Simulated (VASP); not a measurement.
Given:

```yaml
crystal:
  lattice:
    - [3.74498, 0.00000, 0.00000]
    - [-1.87249, 3.24325, 0.00000]
    - [0.00000, 0.00000, 4.75268]
  atoms:
    - { symbol: Pt, position: [0.00000, 0.00000, 0.00000] }
    - { symbol: Se, position: [0.66667, 0.33333, 0.73437] }
    - { symbol: Se, position: [0.33333, 0.66667, 0.26563] }
```

Computed with LDA (Ceperley-Alder, Perdew-Zunger), VASP's LDA PAW potentials (set 64) (plane waves; VASP). Numerical set-up: 400 eV cut-off, Gaussian smearing of 0.050 eV, potentials Pt Se.

Problem. Give the energies of bands 3 to 14 at the high-symmetry points, in eV from the Fermi level.

Solution. 
```json
[
 {"band": "3", "Γ": "-7.41", "M": "-7.41", "K": "-7.23", "A": "-6.45", "L": "-7.88", "H": "-6.74"},
 {"band": "4", "Γ": "-6.55", "M": "-5.78", "K": "-6.23", "A": "-6.45", "L": "-6.35", "H": "-6.74"},
 {"band": "5", "Γ": "-6.55", "M": "-5.38", "K": "-6.23", "A": "-5.16", "L": "-6.16", "H": "-6.20"},
 {"band": "6", "Γ": "-4.01", "M": "-4.08", "K": "-4.76", "A": "-4.07", "L": "-4.81", "H": "-4.68"},
 {"band": "7", "Γ": "-4.01", "M": "-3.94", "K": "-4.76", "A": "-4.07", "L": "-3.54", "H": "-4.49"},
 {"band": "8", "Γ": "-2.58", "M": "-3.86", "K": "-3.82", "A": "-3.08", "L": "-3.54", "H": "-4.49"},
 {"band": "9", "Γ": "-1.11", "M": "-3.51", "K": "-2.35", "A": "-1.85", "L": "-3.24", "H": "-3.63"},
 {"band": "10", "Γ": "-1.11", "M": "-3.45", "K": "-1.82", "A": "-1.85", "L": "-2.75", "H": "-2.62"},
 {"band": "11", "Γ": "0.78", "M": "-3.06", "K": "-1.82", "A": "-1.75", "L": "-1.17", "H": "-2.62"},
 {"band": "12", "Γ": "1.00", "M": "0.41", "K": "-0.12", "A": "2.35", "L": "0.52", "H": "2.36"},
 {"band": "13", "Γ": "1.00", "M": "2.54", "K": "-0.12", "A": "2.35", "L": "1.42", "H": "2.36"},
 {"band": "14", "Γ": "3.07", "M": "5.00", "K": "3.82", "A": "4.87", "L": "4.71", "H": "6.66"}
]
```

It has no gap at this level: it comes out as a metal or semimetal.

The structure comes from a computed database's PtSe2 entry (P-3m1); how it stands against other phases isn't given here. It was relaxed first, which changed the volume by -17 %.
